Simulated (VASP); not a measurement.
Computed with PBEsol GGA, VASP's PBE PAW potentials (set 64) (plane waves; VASP).

Input for VASP

File POSCAR:
```
Y(001) slab
1.0
  3.6011485755   0.0000000000   0.0000000000
 -1.8005742877   3.1186864217   0.0000000000
  0.0000000000   0.0000000000  25.6053886686
Y
4
Cartesian
  1.8005760883   1.0395611010  11.4164698026
 -0.0000018005   2.0791253207   8.6439951337
  1.8005760883   1.0395611010  16.9613935349
 -0.0000018005   2.0791253207  14.1889188660
```

File KPOINTS:
```
Automatic mesh
0
Gamma
9 9 1
0 0 0
```

INCAR:
```
SYSTEM = Y(001) slab
PREC = Normal; ENCUT = 400; LREAL = F
LASPH = T
EDIFF = 1E-5; NELM = 100; NELMIN = 4
ALGO = Normal; LMAXMIX = 4
ISMEAR = 1; SIGMA = 0.1
GGA = PS
IBRION = 2; NSW = 50; ISIF = 2
EDIFFG = -0.03
LWAVE = T; LCHARG = F
DIPOL = 0.5 0.5 0.5
LDIPOL = T; IDIPOL = 3
```

POTCAR, in this order: Y_sv (PBE.64 set). Program: vasp_std.

Q: Predict the energy per atom (σ→0), band gap (on the k-mesh).

A: 
| Quantity | Result |
|---|---|
| energy per atom (σ→0) | -6.431 eV/atom |
| band gap (on the k-mesh) | none (metal, semimetal or under 0.01 eV) |

OSZICAR:
```
...
DAV:   1    -0.257193353150E+02    0.35970E-02   -0.18495E+00   624   0.937E+00    0.982E-01
DAV:   2    -0.257322269908E+02   -0.12892E-01   -0.13379E-01   862   0.169E+00    0.167E+00
DAV:   3    -0.257261157009E+02    0.61113E-02   -0.57297E-02   968   0.643E-01    0.649E-01
DAV:   4    -0.257254302450E+02    0.68546E-03   -0.33420E-03   820   0.301E-01    0.198E-01
DAV:   5    -0.257253680109E+02    0.62234E-04   -0.87419E-04   926   0.113E-01    0.728E-02
DAV:   6    -0.257253674450E+02    0.56586E-06   -0.11774E-04   720   0.613E-02    0.404E-02
DAV:   7    -0.257253660050E+02    0.14400E-05   -0.29837E-05   574   0.289E-02
   3 F= -.25725366E+02 E0= -.25725262E+02  d E =-.546137E-02
```

The cell is a thin slab with vacuum, built from Y (hcp): (001) face.
